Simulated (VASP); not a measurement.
Wanted: the native input for a VASP 6.6.1 run.

```
Task                   : band structure
Functional             : PBEsol
Dispersion             : rVV10
Potentials or basis    : VASP PAW PBE potentials, release 64 (P, Pd)
Cutoff                 : 520 eV
k mesh                 : 5 × 5 × 3
Occupations            : gaussian, width 0.1 eV
Spin                   : spin-orbit coupling, no magnetisation
Hubbard terms          : Pd d U = 6 eV, J = 1.0 eV
LDAUTYPE               : 2
Hund's J               : 1
Further INCAR settings : ALGO = Fast; EDIFF = 1e-06
```

P4Pd:

```xyz
5
Lattice="3.8777 0.0000 0.0000 0.0000 3.8777 0.0000 0.0000 0.0000 7.6111" Properties=species:S:1:pos:R:3 pbc="T T T"
P     0.0000    0.0000    5.7720
P     0.0000    0.0000    1.8392
P     0.0000    0.0000    3.8056
P     1.9389    1.9389    3.8056
Pd    1.9389    1.9389    0.0000
```

The cell was built by a generator and needn't be a form met in nature.

One way to write it, as run:

POSCAR

```
P4Pd
1.0
    3.8777035800      0.0000000000      0.0000000000
    0.0000000000      3.8777035800      0.0000000000
    0.0000000000      0.0000000000      7.6111243000
P Pd
4 1
Cartesian
    0.0000000000      0.0000000000      5.7719681903
    0.0000000000      0.0000000000      1.8391561097
    0.0000000000      0.0000000000      3.8055621500
    1.9388517900      1.9388517900      3.8055621500
    1.9388517900      1.9388517900      0.0000000000
```

INCAR.step1

```
ALGO = Fast
BPARAM = 20.0
CPARAM = 0.0093
EDIFF = 1E-6
ENCUT = 520
GGA = PS
GGA_COMPAT = False
ISIF = 2
ISMEAR = 0
IVDW_NL = 2
LASPH = True
LCHARG = True
LDAU = True
LDAUJ = 0 1
LDAUL = -1 2
LDAUPRINT = 1
LDAUTYPE = 2
LDAUU = 0 6
LMAXMIX = 4
LORBIT = 11
LREAL = False
LSORBIT = True
LUSE_VDW = True
LWAVE = False
MAGMOM = 0 0 0 0 0 0 0 0 0 0 0 0 0 0 0
NELM = 100
PREC = Accurate
SIGMA = 0.1
```

KPOINTS.step1

```
k-points
0
Gamma
  5 5 3
```

INCAR.step2

```
ALGO = Fast
BPARAM = 20.0
CPARAM = 0.0093
EDIFF = 1E-6
ENCUT = 520
GGA = PS
GGA_COMPAT = False
ICHARG = 11
ISIF = 2
ISMEAR = 0
IVDW_NL = 2
LASPH = True
LCHARG = False
LDAU = True
LDAUJ = 0 1
LDAUL = -1 2
LDAUPRINT = 1
LDAUTYPE = 2
LDAUU = 0 6
LMAXMIX = 4
LORBIT = 11
LREAL = False
LSORBIT = True
LUSE_VDW = True
LWAVE = False
MAGMOM = 0 0 0 0 0 0 0 0 0 0 0 0 0 0 0
NELM = 100
PREC = Accurate
SIGMA = 0.05
```

KPOINTS.step2

```
path GXMGZRAZ,XR,MA
10
line-mode
reciprocal
 0.0000000000  0.0000000000  0.0000000000  G
 0.0000000000  0.5000000000  0.0000000000  X

 0.0000000000  0.5000000000  0.0000000000  X
 0.5000000000  0.5000000000  0.0000000000  M

 0.5000000000  0.5000000000  0.0000000000  M
 0.0000000000  0.0000000000  0.0000000000  G

 0.0000000000  0.0000000000  0.0000000000  G
 0.0000000000  0.0000000000  0.5000000000  Z

 0.0000000000  0.0000000000  0.5000000000  Z
 0.0000000000  0.5000000000  0.5000000000  R

 0.0000000000  0.5000000000  0.5000000000  R
 0.5000000000  0.5000000000  0.5000000000  A

 0.5000000000  0.5000000000  0.5000000000  A
 0.0000000000  0.0000000000  0.5000000000  Z

 0.0000000000  0.5000000000  0.0000000000  X
 0.0000000000  0.5000000000  0.5000000000  R

 0.5000000000  0.5000000000  0.0000000000  M
 0.5000000000  0.5000000000  0.5000000000  A
```

Potentials or basis: VASP PAW PBE potentials, release 64 (P, Pd).

The run is started by

```sh
$ cat potpaw_PBE.64/P/POTCAR potpaw_PBE.64/Pd/POTCAR > POTCAR
$ cp INCAR.step1 INCAR
$ cp KPOINTS.step1 KPOINTS
$ mpirun -np 1 vasp_ncl > vasp.out
$ cp INCAR.step2 INCAR
$ cp KPOINTS.step2 KPOINTS
$ mpirun -np 1 vasp_ncl > vasp.out
```

Wall time 8.1 min on 1 thread of Intel(R) Xeon(R) 6975P-C (Granite Rapids), on a shared host, peak memory 1 GiB.
